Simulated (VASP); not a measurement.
Here is the system:

```xyz
4
Lattice="1.5905 -2.7549 0.0000 1.5905 2.7549 0.0000 0.0000 0.0000 5.1773" Properties=species:S:1:pos:R:3 pbc="T T T"
Ga     1.5905    -0.9183     2.5888
Ga     1.5905     0.9183     0.0001
N      1.5905    -0.9183     4.5404
N      1.5905     0.9183     1.9517
```

Method: AM05 GGA, VASP's PBE PAW potentials (set 64) (plane waves; VASP). Settings: 520 eV cut-off, 9×9×5 Γ-centred mesh, tetrahedra with Blöchl corrections, potentials Ga_d N.

The cores are frozen, which limits the accuracy of field gradients.

Problem. Give the principal components of the electric field gradient (V/Å²) and the asymmetry η at each nucleus.

Solution. 
```csv
atom,Vxx,Vyy,Vzz,η
Ga1,-2.4,-2.4,4.7,0.00
Ga2,-2.4,-2.4,4.7,0.00
N3,-0.4,-0.4,0.7,0.00
N4,-0.4,-0.4,0.7,0.00
```

The compound is GaN in the wurtzite structure. It was relaxed first.
